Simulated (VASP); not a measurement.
These are HSE06 screened hybrid, VASP's PBE PAW potentials (set 64) (plane waves; VASP) values and carry that method's errors.

VASP input:

POSCAR:
```
Ga31As31
11.522210
  1.0000000366   0.0000000000   0.0000000000
  0.0000000000   1.0000000366   0.0000000000
  0.0000000000   0.0000000000   1.0000000366
Ga As
31 31
Cart
  0.4997861360   0.0006598575   0.0007902707
  0.7494164378   0.2506634675   0.9987190851
  0.7494460382   0.9985287763   0.2507100416
  0.0006617070   0.9993974583   0.9993483906
  0.2514391777   0.2506404572   0.0008204983
  0.4994607122   0.5004126785   0.9985784205
  0.7493904592   0.7486369182   0.0007239450
  0.2513759415   0.0007722045   0.2506419051
  0.5042632538   0.2543856692   0.2541708571
  0.7457804609   0.4957368016   0.2542236198
  0.4995050437   0.9985605336   0.5005595445
  0.7458235213   0.2543215733   0.4957527827
  0.7494028039   0.0007602649   0.7486303350
  0.9992197394   0.5003783282   0.0007499247
  0.2514072213   0.7486417764   0.9992435457
  0.0015622747   0.2505898960   0.2507735983
  0.2539612239   0.5063512921   0.2552085923
  0.4939867862   0.7458711705   0.2553277228
  0.9992937897   0.0006471500   0.5003067676
  0.2541052268   0.2553263472   0.5059914111
  0.7444945972   0.7457167643   0.5061708589
  0.2514629092   0.9991136908   0.7484908006
  0.4942245336   0.2552141583   0.7461493834
  0.7445128355   0.5063370757   0.7459586698
  0.9990953383   0.7486153915   0.2506578479
  0.0014992524   0.5004179650   0.5006135136
  0.2552811639   0.7447502662   0.4940096315
  0.9991278652   0.2506613364   0.7485735458
  0.2550289929   0.4943090205   0.7451736826
  0.5057238304   0.7447293777   0.7447995460
  0.0008214757   0.7485607169   0.7485386631
  0.6257325406   0.1266129755   0.1267824229
  0.8734529591   0.3742347328   0.1268259612
  0.8733745163   0.1266528325   0.3743690132
  0.1255584536   0.1253521421   0.1253846080
  0.3763370957   0.3779880693   0.1283984142
  0.6221646808   0.6235129207   0.1282964393
  0.8746312809   0.8744460753   0.1253547991
  0.3765019220   0.1284282054   0.3778528932
  0.8715854676   0.6234536415   0.3780060558
  0.6222864624   0.1283364966   0.6235441613
  0.8714991489   0.3780151798   0.6236643970
  0.8746363477   0.1253652266   0.8745172970
  0.1247663359   0.6250686154   0.1252804464
  0.3750300854   0.8750982274   0.1254171080
  0.1266642768   0.3754482680   0.3754631137
  0.3868971474   0.6128812182   0.3860140955
  0.6245228943   0.8732642735   0.3755261520
  0.1248638118   0.1253106013   0.6250172696
  0.3865031197   0.3858173588   0.6137679768
  0.6136094117   0.6127359151   0.6130855058
  0.8746135245   0.8750235594   0.6250104088
  0.3750230752   0.1252365695   0.8752016001
  0.6247039365   0.3753851194   0.8736141480
  0.8746797671   0.6250088337   0.8751408922
  0.1245386195   0.8753964986   0.3756588438
  0.1271000487   0.6248330836   0.6248251679
  0.3751662313   0.8729018760   0.6247698867
  0.1244293052   0.3756045700   0.8755701045
  0.3751286361   0.6248789121   0.8731965690
  0.6243224665   0.8754323170   0.8754364320
  0.1255528099   0.8744204382   0.8744165530
```

**INCAR**
```
# general
SYSTEM    =  Ga31As31
PREC      =  Normal
ENCUT     =  400
LREAL     =  Auto   # projection in real space or not
LASPH     =  .True.
ISYM      =  0
NELECT    =  249.0

# electronic loop
EDIFF     =  1E-5   # SCF stop (eV)
NELM      =  50
NELMIN    =  4
ALGO      =  Normal   # blocked Davidson
LMAXMIX   =  4   # l cut-off of mixed one-centre charges

# smearing
ISMEAR    =  0
SIGMA     =  0.05   # width (eV)

# functional
GGA       =  PE   # PBE
LHFCALC   =  .True.
AEXX      =  0.25
HFSCREEN  =  0.2   # 1/Angstrom
PRECFOCK  =  Fast

# spin
ISPIN     =  2
MAGMOM    =  62*0.0161
NUPDOWN   =  1

# ions
ISIF      =  0

# output
LWAVE     =  .False.
LCHARG    =  .False.
LORBIT    =  10
```

KPOINTS:
```
K-points
0
gamma
 1 1 1
0 0 0
```

POTCAR, in this order: Ga As (PBE.64 set). Program: vasp_gam. Read from the step before: WAVECAR.

Output

OSZICAR:
```
       N       E                     dE             d eps       ncg     rms          rms(c)
DAV:   1    -0.296108312211E+03   -0.29611E+03   -0.21645E+01   624   0.126E+01    0.133E+01
DAV:   2    -0.296262890055E+03   -0.15458E+00   -0.61651E-01   664   0.120E+00    0.881E+00
DAV:   3    -0.296234572307E+03    0.28318E-01   -0.83864E-02   696   0.484E-01    0.520E+00
DAV:   4    -0.296212740298E+03    0.21832E-01   -0.55607E-02   696   0.407E-01    0.294E+00
DAV:   5    -0.296206088853E+03    0.66514E-02   -0.23812E-02   688   0.250E-01    0.162E+00
DAV:   6    -0.296203836374E+03    0.22525E-02   -0.33882E-03   712   0.982E-02    0.927E-01
DAV:   7    -0.296202851340E+03    0.98503E-03   -0.71053E-04   688   0.459E-02    0.520E-01
DAV:   8    -0.296202541030E+03    0.31031E-03   -0.37016E-04   680   0.322E-02    0.281E-01
DAV:   9    -0.296202469242E+03    0.71788E-04   -0.12694E-04   696   0.190E-02    0.151E-01
DAV:  10    -0.296202454249E+03    0.14993E-04   -0.25486E-05   480   0.977E-03    0.827E-02
DAV:  11    -0.296202454698E+03   -0.44817E-06   -0.12357E-05   384   0.687E-03
   1 F= -.29620245E+03 E0= -.29620243E+03  d E =-.502623E-04  mag=     1.0000
```

OUTCAR:
```
------------------------ aborting loop because EDIFF is reached ----------------------------------------
  volume of cell :     1529.70
      direct lattice vectors                 reciprocal lattice vectors
    11.522210421  0.000000000  0.000000000     0.086788903  0.000000000  0.000000000
     0.000000000 11.522210421  0.000000000     0.000000000  0.086788903  0.000000000
     0.000000000  0.000000000 11.522210421     0.000000000  0.000000000  0.086788903
  FREE ENERGIE OF THE ION-ELECTRON SYSTEM (eV)
  ---------------------------------------------------
  free  energy   TOTEN  =      -296.2024546975 eV

  energy  without entropy=     -296.2024044352  energy(sigma->0) =     -296.20242957

  exchange ACFDT corr.  =         0.00000000  see jH, gK, PRB 81, 115126

 total charge

# of ion       s       p       d       tot
------------------------------------------
    1        1.106   1.164   0.133   2.402
    2        1.086   1.185   0.136   2.407
    3        1.087   1.183   0.135   2.405
    4        1.089   1.171   0.133   2.392
    5        1.103   1.158   0.130   2.391
    6        1.085   1.192   0.136   2.413
    7        1.103   1.157   0.130   2.391
    8        1.103   1.156   0.130   2.389
    9        1.150   0.967   0.096   2.212
   10        1.146   0.966   0.096   2.208
   11        1.085   1.191   0.136   2.412
   12        1.150   0.967   0.096   2.213
   13        1.103   1.156   0.130   2.390
   14        1.104   1.168   0.134   2.405
   15        1.089   1.177   0.135   2.401
   16        1.086   1.185   0.136   2.407
   17        1.092   1.173   0.132   2.397
   18        1.095   1.158   0.132   2.386
   19        1.106   1.163   0.133   2.402
   20        1.092   1.166   0.132   2.389
   21        1.095   1.157   0.132   2.384
   22        1.090   1.178   0.134   2.402
   23        1.091   1.166   0.132   2.390
   24        1.091   1.173   0.132   2.397
   25        1.103   1.157   0.130   2.390
   26        1.085   1.192   0.136   2.412
   27        1.103   1.151   0.129   2.382
   28        1.103   1.158   0.130   2.391
   29        1.100   1.157   0.128   2.385
   30        1.102   1.150   0.129   2.382
   31        1.089   1.177   0.135   2.401
   32        1.222   1.606   0.026   2.853
   33        1.221   1.608   0.025   2.854
   34        1.222   1.606   0.026   2.854
   35        1.217   1.619   0.025   2.861
   36        1.222   1.598   0.025   2.846
   37        1.222   1.598   0.025   2.846
   38        1.216   1.619   0.026   2.861
   39        1.222   1.599   0.025   2.846
   40        1.222   1.598   0.025   2.846
   41        1.222   1.599   0.025   2.847
   42        1.222   1.598   0.025   2.846
   43        1.217   1.619   0.025   2.861
   44        1.217   1.617   0.026   2.860
   45        1.219   1.613   0.025   2.857
   46        1.211   1.621   0.025   2.857
   47        1.270   1.514   0.024   2.809
   48        1.212   1.619   0.025   2.856
   49        1.220   1.609   0.025   2.855
   50        1.264   1.504   0.025   2.793
   51        1.271   1.514   0.024   2.808
   52        1.219   1.612   0.025   2.857
   53        1.220   1.609   0.025   2.855
   54        1.211   1.621   0.025   2.857
   55        1.217   1.617   0.026   2.860
   56        1.234   1.590   0.025   2.849
   57        1.216   1.618   0.025   2.859
   58        1.215   1.619   0.025   2.859
   59        1.236   1.586   0.025   2.847
   60        1.215   1.619   0.025   2.859
   61        1.234   1.590   0.025   2.849
   62        1.214   1.620   0.025   2.860
--------------------------------------------------
tot         72.070  85.202   4.783 162.054

 magnetization (x)

# of ion       s       p       d       tot
------------------------------------------
    1       -0.002   0.006   0.003   0.007
    2       -0.001   0.002   0.001   0.002
    3       -0.000   0.005   0.001   0.006
    4       -0.001  -0.000   0.001   0.000
    5       -0.001  -0.002   0.002  -0.001
    6       -0.000   0.000   0.000   0.000
    7       -0.001  -0.001   0.000  -0.001
    8       -0.001  -0.001   0.000  -0.001
    9        0.000  -0.000  -0.000   0.000
   10        0.008   0.009  -0.000   0.017
   11       -0.000  -0.000   0.000  -0.000
   12        0.000  -0.001  -0.000  -0.000
   13       -0.001  -0.001   0.000  -0.001
   14       -0.001  -0.000   0.001   0.000
   15       -0.001  -0.001   0.001  -0.001
   16       -0.001   0.002   0.001   0.002
   17       -0.001  -0.002   0.002  -0.001
   18       -0.001   0.021   0.003   0.023
   19       -0.002   0.006   0.003   0.007
   20       -0.002   0.015   0.005   0.017
   21       -0.001   0.021   0.003   0.023
   22       -0.001  -0.002   0.002  -0.001
   23       -0.002   0.014   0.005   0.017
...
```
(Selected blocks of OUTCAR.)

The cell is charged, with a uniform compensating background. The supercell is sampled at Γ alone, which is coarse: total energies, pressure and levels can be off, energies of defects by several tenths of an eV.

The cell is a supercell with a defect, built from GaAs (zinc blende): vac_Ga-vac_As, charge -1. The cell's shape comes from a PBE relaxation.
